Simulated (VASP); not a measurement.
VASP ran on this input.

INCAR:
```
SYSTEM=Sn
PREC=Accurate; ENCUT=500; LREAL=F
LASPH=T
EDIFF=1E-6; NELM=100; ALGO=Normal
LMAXMIX=4
ISMEAR=1; SIGMA=0.1
GGA=PE
IBRION=2; NSW=40; ISIF=3
EDIFFG=-0.02; PSTRESS=300
LWAVE=F; LCHARG=F
```

### POSCAR
```
Sn
1.0
 -2.6817844893   2.6817844893   1.4576764714
  2.6817844893  -2.6817844893   1.4576764714
  2.6817844893   2.6817844893  -1.4576764714
Sn
2
Cartesian
  2.6817844893   0.0000000000   0.7288382357
  5.3635689786   0.0000000000   0.0000000000
```

**KPOINTS**
```
Automatic
0
gamma
14 14 14
```

POTCAR, in this order: Sn_d (PBE.64 set). Program: vasp_std.

**Question.** Translate this PBE calculation to Ansatz.

**Answer.** One equivalent input (not run):
Ansatz 0.2 input:
```yaml
crystal:
  lattice:
    - [-2.6817845, 2.6817845, 1.4576765]
    - [2.6817845, -2.6817845, 1.4576765]
    - [2.6817845, 2.6817845, -1.4576765]
  atoms:
    - { symbol: Sn, position: [0.2500000, 0.7500000, 0.5000000] }
    - { symbol: Sn, position: [0.0000000, 1.0000000, 1.0000000] }
kpoints:
  mp_grid: { grid: [14, 14, 14] }
hamiltonian:
  xc: pbe
  pseudopotentials: { kind: paw }
scf:
  occupations: { method: methfessel_paxton, width: 0.1 }
  max_iter: 100
relax:
  max_steps: 40
  f_tol: 0.02
  cell: { p_target: 30 }
output: { forces: true, stress: true, eigenvalues: true }
```
Limits of the translation: each code has its own PAW files, so the cut-off isn't converted (ENCUT is set for VASP's; basis.ecutwfc is left out, and Ansatz then takes the one that its files recommend); Ansatz stops its SCF on the density residual and VASP on the energy change (EDIFF).

The compound is Sn in the beta structure. It was relaxed first under an external pressure of 30 GPa.
